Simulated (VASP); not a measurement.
# TlGa2Ag (R-3m) in VASP: a series of runs, part 2 of 2

VASP 6.6.1. The steps go on from the part before.

**3. Single point, PBE**

Input file INCAR:

```
PREC = Accurate
ENCUT = 520
EDIFF = 1E-6
ISMEAR = -1
SIGMA = 0.005
LREAL = F
LASPH = T
NELM = 60
ALGO = Fast
ISIF = 2
LWAVE = F
LCHARG = F
GGA = PE
NBANDS = 33
```

Input file KPOINTS:

```
Automatic mesh
0
Gamma
  5 5 5
```

Input file POSCAR:

```
TlGa2Ag
1.0
    1.0990530000     -3.7953410000      0.0000000000
    1.0990530000     -1.7385390000     -3.3737360000
    7.1026850000      0.0000000000      0.0000000000
Ag Ga Tl
1 2 1
Direct
    0.5000000000      0.5000000000      0.5000000000
    0.7500000000      0.7500000000      0.7500000000
    0.2500000000      0.2500000000      0.2500000000
    0.0000000000      0.0000000000      0.0000000000
```

Potentials or basis: VASP PAW PBE potentials, release 64 (Ag, Ga_d, Tl_d).

Run with:

```console
$ cat potpaw_PBE.64/Ag/POTCAR potpaw_PBE.64/Ga_d/POTCAR potpaw_PBE.64/Tl_d/POTCAR > POTCAR
$ mpirun -np 1 vasp_std > vasp.out
```

OUTCAR:

```text
PREC = Accurate
   ENCUT = 520
   EDIFF = 1E-6
   ISMEAR = -1
   LREAL = F
   LASPH = T
   NELM = 60
   ISIF = 2
   GGA = PE

 ion  position               nearest neighbor table
   1  0.500  0.500  0.500-   2 2.83   3 2.83   3 2.83   2 2.83   3 2.83   2 2.83
   2  0.750  0.750  0.750-   1 2.83   4 2.83   1 2.83   4 2.83   1 2.83   4 2.83
   3  0.250  0.250  0.250-   1 2.83   4 2.83   4 2.83   1 2.83   4 2.83   1 2.83
   4  0.000  0.000  0.000-   2 2.83   3 2.83   2 2.83   3 2.83   2 2.83   3 2.83

  LATTYP: Found a trigonal (rhomboedric) cell.
 ALAT       =     7.1026850000
 COS(alpha) =     0.8452616807

  Lattice vectors:

 A1 = (   7.1026850000,   0.0000000000,   0.0000000000)
 A2 = (   6.0036320000,   3.7953410000,   0.0000000000)
 A3 = (   6.0036320000,   1.7385390000,   3.3737360000)

Analysis of symmetry for initial positions (statically):
=====================================================================
 Subroutine PRICEL returns:
 Original cell was already a primitive cell.

 Routine SETGRP: Setting up the symmetry group for a
 trigonal (rhombohedral) supercell.

 Subroutine GETGRP returns: Found 12 space group operations
 (whereof 12 operations were pure point group operations)
 out of a pool of 12 trial point group operations.

The static configuration has the point symmetry D_3d.

Analysis of symmetry for dynamics (positions and initial velocities):
=====================================================================
 Subroutine PRICEL returns:
 Original cell was already a primitive cell.

 Routine SETGRP: Setting up the symmetry group for a
 trigonal (rhombohedral) supercell.

 Subroutine GETGRP returns: Found 12 space group operations
 (whereof 12 operations were pure point group operations)
 out of a pool of 12 trial point group operations.

The dynamic configuration has the point symmetry D_3d.

 Subroutine INISYM returns: Found 12 space group operations
 (whereof 12 operations are pure point group operations),
 and found     1 'primitive' translations

----------------------------------------------------------------------------------------

                                     Primitive cell

  volume of cell :      90.9462

  direct lattice vectors                    reciprocal lattice vectors
     1.099053000 -3.795341000  0.000000000     0.000000000 -0.263480936  0.135775853
     1.099053000 -1.738539000 -3.373736000     0.000000000  0.000000000 -0.296407306
     7.102685000  0.000000000  0.000000000     0.140791827  0.040770429  0.024855738

  length of vectors
     3.951269518  3.951269410  7.102685000     0.296407298  0.296407306  0.148668673

  position of ions in fractional coordinates (direct lattice)
     0.500000000  0.500000000  0.500000000
     0.750000000  0.750000000  0.750000000
     0.250000000  0.250000000  0.250000000
     0.000000000  0.000000000  0.000000000

  ion indices of the primitive-cell ions
   primitive index   ion index
                 1           1
                 2           2
                 3           3
                 4           4

----------------------------------------------------------------------------------------

 KPOINTS: Automatic mesh

Automatic generation of k-mesh.
 Grid dimensions read from file:
 generate k-points for:    5    5    5

 Generating k-lattice:

  Cartesian coordinates                     Fractional coordinates (reciprocal lattice)
     0.000000000 -0.052696187  0.027155171     0.200000000 -0.000000000  0.000000000
     0.000000000  0.000000000 -0.059281461     0.000000000  0.200000000  0.000000000
     0.028158365  0.008154086  0.004971148     0.000000000 -0.000000000  0.200000000

  Length of vectors
     0.059281460  0.059281461  0.029733735

  Shift w.r.t. Gamma in fractional coordinates (k-lattice)
     0.000000000  0.000000000  0.000000000

 Subroutine IBZKPT returns following result:
 ===========================================

 Found     19 irreducible k-points:

 Following reciprocal coordinates:
            Coordinates               Weight
  0.000000  0.000000  0.000000      1.000000
  0.200000  0.000000  0.000000      6.000000
  0.400000  0.000000  0.000000      6.000000
  0.200000  0.200000  0.000000      6.000000
  0.400000  0.200000  0.000000     12.000000
 -0.400000  0.200000  0.000000     12.000000
[... 11 lines left out ...]
 -0.000000  0.000000  0.400000      2.000000
 -0.200000  0.000000  0.400000      6.000000
   k-points           NKPTS =     19   k-points in BZ     NKDIM =     19   number of bands    NBANDS=     33
   number of dos      NEDOS =    301   number of ions     NIONS =      4
   total plane-waves  NPLWV =  48600
   dimension x,y,z NGX =    30 NGY =   30 NGZ =   54
   dimension x,y,z NGXF=    60 NGYF=   60 NGZF=  108
   ions per type =               1   2   1
   NGX,Y,Z   is equivalent  to a cutoff of  12.62, 12.62, 12.64 a.u.
   NGXF,Y,Z  is equivalent  to a cutoff of  25.24, 25.24, 25.28 a.u.
 SYSTEM =  unknown system
   PREC   = accura    normal or accurate (medium, high low for compatibility)
   ISTART =      0    job   : 0-new  1-cont  2-samecut
   ICHARG =      2    charge: 1-file 2-atom 10-const
   ISPIN  =      1    spin polarized calculation?
   LNONCOLLINEAR =      F non collinear calculations
   LSORBIT =      F    spin-orbit coupling
   LASPH  =      T    aspherical Exc in radial PAW
   ENCUT  =  520.0 eV  38.22 Ry    6.18 a.u.   7.35  7.35 13.21*2*pi/ulx,y,z
   NELM   =     60;   NELMIN=  2; NELMDL= -5     # of ELM steps
   EDIFF  = 0.1E-05   stopping-criterion for ELM
   LREAL  =      F    real-space projection
   EDIFFG = 0.1E-04   stopping-criterion for IOM
   NSW    =      0    number of steps for IOM
   IBRION =     -1    ionic relax: 0-MD 1-quasi-New 2-CG
   NFREE  =      0    steps in history (QN), initial steepest desc. (CG)
   ISIF   =      2    stress and relaxation
   ISYM   =      2    0-nonsym 1-usesym 2-fastsym
   POTIM  = 0.5000    time-step for ionic-motion
   TEBEG  =    0.0;   TEEND  =   0.0 temperature during run
   PSTRESS=    0.0 pullay stress
   NELECT =      50.0000    total number of electrons
   NUPDOWN=      -1.0000    fix difference up-down
   EMIN   =  10.00;   EMAX   =-10.00  energy-range for DOS
   EFERMI =   0.00;   METHOD = LEGACY
   ISMEAR =    -1;   SIGMA  =   0.01  broadening in eV -4-tet -1-fermi 0-gaus
   EFERMI_NEDOS =   21; number of points for ismear=-14 and -15
   IALGO  =     68    algorithm
   IMIX   =      4    mixing-type and parameters
     AMIX     =   0.40;   BMIX     =  1.00
     AMIX_MAG =   1.60;   BMIX_MAG =  1.00
  volume/ion in A,a.u.               =      22.74       153.43
  Fermi-wavevector in a.u.,A,eV,Ry     =   1.341127  2.534363 24.471745  1.798623
  Thomas-Fermi vector in A             =   2.469386
   LORBIT       =      0    0 simple, 1 ext, 2 COOP (PROOUT), +10 PAW based schemes
   GGA     = PE    functional components
   LHFCALC =     F    Hartree Fock is set to
   AEXX    =    0.0000 exact exchange contribution
   IVDW    =     0    specifies the selected vdW correction
   LEPSILON=     F    determine dielectric tensor
   LRPA    =     F    only Hartree local field effects (RPA)
 non-spin polarized calculation
 RMM-DIIS sequential band-by-band and
  energy-cutoff  :      520.00
  volume of cell :       90.95
 maximum number of plane-waves:      2497
 NGX is ok and might be reduce to    30
   NGX = 15   NGY = 15   NGZ = 27

 number of electron      50.0000008 magnetization

 Free energy of the ion-electron system (eV)
  ---------------------------------------------------
  ext. energy  EPLUGINS =         0.00000000
  ---------------------------------------------------
  free energy    TOTEN  =        -9.75609394 eV

  energy without entropy =       -9.75545439  energy(sigma->0) =       -9.75577416

 E-fermi :   5.5657     XC(G=0): -10.4788

 val. band max:        5.5621318110   @ k =  -0.2000  -0.4000   0.2000
 cond. band min:       5.6485649692   @ k =  -0.4000  -0.4000   0.2000
 fundamental gap:      0.0864331582
 Fermi energy:         5.5657190774

 k-point     1 :       0.0000    0.0000    0.0000
  band No.  band energies     occupation
      1      -9.4024      2.00000
      2      -9.4024      2.00000
      3      -9.3584      2.00000
      4      -9.3584      2.00000
      5      -9.3442      2.00000
      6      -9.3441      2.00000
[... 673 lines left out ...]
     32      12.3716      0.00000
     33      13.8682      0.00000

------------------------ aborting loop because EDIFF is reached ----------------------------------------

  FORCE on cell =-STRESS in cart. coord.  units (eV):
  Direction    XX          YY          ZZ          XY          YZ          ZX
  --------------------------------------------------------------------------------------
  -------------------------------------------------------------------------------------
  Total        1.0091258      0.9710891      0.9689009      0.0120245      0.0021231      0.0073308
  in kB       17.7775302     17.1074472     17.0688976      0.2118333      0.0374026      0.1291444
  external PRESSURE =      17.3179583 kB  Pullay stress =       0.0000000 kB

 VOLUME and BASIS-vectors are now :
 -----------------------------------------------------------------------------
  energy-cutoff  :      520.00
  volume of cell :       90.95
      direct lattice vectors                 reciprocal lattice vectors
     1.099053000 -3.795341000  0.000000000     0.000000000 -0.263480936  0.135775853
     1.099053000 -1.738539000 -3.373736000     0.000000000  0.000000000 -0.296407306
     7.102685000  0.000000000  0.000000000     0.140791827  0.040770429  0.024855738

 POSITION                                       TOTAL-FORCE (eV/Angst)
 -----------------------------------------------------------------------------------
      4.65040     -2.76694     -1.68687         0.000000      0.000000      0.000000
      6.97559     -4.15041     -2.53030        -1.074511     -0.311158     -0.189698
      2.32520     -1.38347     -0.84343         1.074511      0.311158      0.189698
      0.00000      0.00000      0.00000        -0.000000      0.000000      0.000000
 -----------------------------------------------------------------------------------
    total drift:                                0.000000      0.000000     -0.000000

  FREE ENERGIE OF THE ION-ELECTRON SYSTEM (eV)
  ---------------------------------------------------
  free  energy   TOTEN  =        -9.7560939370 eV

  energy  without entropy=       -9.7554543911  energy(sigma->0) =       -9.75577416
```

Run time: 37 s. Hardware: 1 thread of Intel Xeon 6975P-C (Granite Rapids), shared host; peak memory 0.24 GiB.

What came out:

```
Free energy            : -9.7561 eV
Pressure               : 1.7 GPa
Largest force          : 1.135 eV/Å
Band gap on the k mesh : none (metal or under the smearing width)
```

Forces on the atoms (eV/Å):
```
Ag   0.000  0.000  0.000
Ga  -1.075 -0.311 -0.190
Ga   1.075  0.311  0.190
Tl   0.000  0.000  0.000
```

Levels at points of the mesh, in eV from the Fermi level:
```tsv
k point	band 20	band 21	band 22	band 23	band 24	band 25	band 26	band 27	band 28	band 29
(0.00, 0.00, 0.00)	-4.61	-4.33	-4.33	-4.14	2.72	3.05	3.05	3.95	4.51	4.51
```

Caveat: the k mesh is coarse (spacing up to 0.37 Å⁻¹), so the values aren't converged; forces of over 1 eV/Å show positions far from the minimum, so gaps and moduli don't describe the material at rest. Spin-orbit coupling is left out, which matters for the levels of Tl.

**4. Single point, PBE**

Input file INCAR:

```
SYSTEM = TlGa2Ag
ALGO = Fast
EDIFF = 1E-6
ENCUT = 520
GGA = PE
ISIF = 2
ISMEAR = -1
LASPH = .True.
LCHARG = .True.
LELF = .True.
LREAL = .False.
LVHAR = .True.
LWAVE = .False.
NBANDS = 33
NELM = 80
PREC = Accurate
SIGMA = 0.0103
```

Input file KPOINTS:

```
k-points
0
Gamma
  5 5 5
  0 0 0
```

POSCAR is that of step 3.

Run with:

```console
$ cat potpaw_PBE.64/Ag/POTCAR potpaw_PBE.64/Ga_d/POTCAR potpaw_PBE.64/Tl_d/POTCAR > POTCAR
$ mpirun -np 1 vasp_std > vasp.out
```

Run time: 37 s. Hardware: 1 thread of Intel Xeon 6975P-C (Granite Rapids), shared host; peak memory 0.24 GiB.

It converged, with:

* Free energy: -9.7568 eV
* Pressure: 1.7 GPa
* Largest force: 1.130 eV/Å
* Band gap on the k mesh: none (metal or under the smearing width)

Forces on the atoms (eV/Å):
```
Ag   0.000  0.000  0.000
Ga  -1.070 -0.310 -0.189
Ga   1.070  0.310  0.189
Tl   0.000  0.000  0.000
```

Stress tensor (GPa, compression positive):
```
1.85 0.06 0.03
0.06 1.67 0.01
0.03 0.01 1.66
```

Levels at points of the mesh, in eV from the Fermi level:
```
           k point  band 22  band 23  band 24  band 25  band 26  band 27
(0.00, 0.00, 0.00)    -4.33    -4.15     2.71     3.04     3.04     3.94
```

Caveat: the k mesh is coarse (spacing up to 0.37 Å⁻¹), so the values aren't converged; forces of over 1 eV/Å show positions far from the minimum, so gaps and moduli don't describe the material at rest. Spin-orbit coupling is left out, which matters for the levels of Tl.
